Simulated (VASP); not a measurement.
Crystal: GdN.

```
CELL_PARAMETERS angstrom
2.56000 2.56000 5.12000
5.12000 2.56000 2.56000
2.56000 5.12000 2.56000
ATOMIC_POSITIONS crystal
Gd 0.00000 0.00000 0.00000
Gd 0.50000 0.50000 0.50000
N 0.25000 0.25000 0.25000
N 0.75000 0.75000 0.75000
```

The cell comes from a database or a generator and needn't be the stable form of this composition.

Base run:

```yaml
Program: VASP 6.6.1
Functional: PBE
Potentials_or_basis: VASP PAW PBE potentials, release 64 (Gd, N)
Cutoff: 520 eV
k_mesh: 7 × 7 × 7
Occupations: fermi-dirac, width 0.05 eV
Spin: collinear spin, antiferromagnetic start
Starting_moments: "[7.0, -7.0, 0.0, 0.0] μB"
Hubbard_terms: Gd f U = 6 eV
```

Its results: band gap on the k mesh 0.30 eV; pressure -8.6 GPa; net moment 0.00 μB per cell; site moments Gd +6.87, -6.87; N +0.00 μB.

Task: The run is repeated on the same cell with these changes: spin from collinear spin, antiferromagnetic start to collinear spin, ferromagnetic start; moments at the start from [7.0, -7.0, 0.0, 0.0] to [7.0, 7.0, 0.0, 0.0]. What comes out?

Result: Band gap on the k mesh none (metal or under the smearing width); pressure -8.7 GPa; net moment 14.00 μB per cell; site moments Gd +6.87; N -0.11 μB.

Caveats: spin-orbit coupling is left out, which moves the levels of the heavy elements; an odd mesh through Γ misses points on the zone boundary, where band edges often lie (some runs).
